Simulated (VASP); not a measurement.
An input for Ansatz (written as the equivalent of a VASP run, and not itself run):

Ansatz 0.2 input:
```yaml
crystal:
  lattice:
    - [3.3600507, 0.0000000, 0.0000000]
    - [0.0000000, 3.3600507, 0.0000000]
    - [0.0000000, 0.0000000, 3.3600507]
  atoms:
    - { symbol: Fe, position: [0.0000000, 0.0000000, 0.0000000], spin: 2.9 }
    - { symbol: Ni, position: [0.0000000, 0.5000000, 0.5000000], spin: 0.6 }
    - { symbol: Ni, position: [0.5000000, 0.0000000, 0.5000000], spin: 0.6 }
    - { symbol: Ni, position: [0.5000000, 0.5000000, 0.0000000], spin: 0.6 }
kpoints:
  mp_grid: { grid: [9, 9, 9] }
hamiltonian:
  xc: pbe
  pseudopotentials: { kind: paw }
magnetization: { spin_polarized: true }
scf:
  occupations: { method: methfessel_paxton, width: 0.1 }
  max_iter: 100
relax:
  max_steps: 40
  f_tol: 0.02
  cell: { p_target: 45 }
output: { forces: true, stress: true, eigenvalues: true }
```

Translate this input to VASP (INCAR, KPOINTS, POSCAR, choice of POTCAR).

Several could match; the one computed here: 
**POSCAR**
```
Ni3Fe
1
    3.3600507223     0.0000000000     0.0000000000
    0.0000000000     3.3600507223     0.0000000000
   -0.0000000000     0.0000000000     3.3600507223
Fe Ni
1 3
Direct
  0.0000000000   0.0000000000   0.0000000000
  0.0000000000   0.5000000000   0.5000000000
  0.5000000000   0.0000000000   0.5000000000
  0.5000000000   0.5000000000   0.0000000000
```

**INCAR**
```
# general
SYSTEM   =  Ni3Fe
PREC     =  Accurate
ENCUT    =  500
LREAL    =  .False.
LASPH    =  .True.

# electronic loop
EDIFF    =  1E-6
NELM     =  100
ALGO     =  Normal
LMAXMIX  =  4

# smearing
ISMEAR   =  1
SIGMA    =  0.1

# functional
GGA      =  PE

# spin
ISPIN    =  2
MAGMOM   =  2.9 3*0.6

# ions
IBRION   =  2
NSW      =  40
ISIF     =  3
EDIFFG   =  -0.02
PSTRESS  =  450

# output
LWAVE    =  .False.
LCHARG   =  .False.
LORBIT   =  10
```

### KPOINTS
```
Automatic mesh
0
gamma
  9 9 9
```

POTCAR, in this order: Fe Ni (PBE.64 set). Program: vasp_std.

The two are equivalent in intent, not identical: each code has its own PAW files, so the cut-off isn't converted (ENCUT is set for VASP's; basis.ecutwfc is left out, and Ansatz then takes the one that its files recommend); Ansatz stops its SCF on the density residual and VASP on the energy change (EDIFF).

The compound is Ni3Fe in the L1_2 structure. It was relaxed first under an external pressure of 45 GPa.
